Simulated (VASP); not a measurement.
Shape and ions are relaxed at each volume.

Energy against volume of MgH2 (rutile). Calculation: AM05 GGA, VASP's PBE PAW potentials (set 64) (plane waves; VASP).

| V (Å³/atom) | E (eV/atom) |
|---|---|
| 9.541 | -2.86914 |
| 9.845 | -2.87384 |
| 10.150 | -2.87534 |
| 10.454 | -2.87408 |
| 10.758 | -2.87041 |

Task: Fit a third-order Birch-Murnaghan equation of state.

Result: 
The volume per atom is 10.16 Å³/atom. The bulk modulus is 48.4 GPa. The pressure derivative of the bulk modulus comes out as 3.82.

The compound is MgH2 in the rutile structure. It was relaxed first.
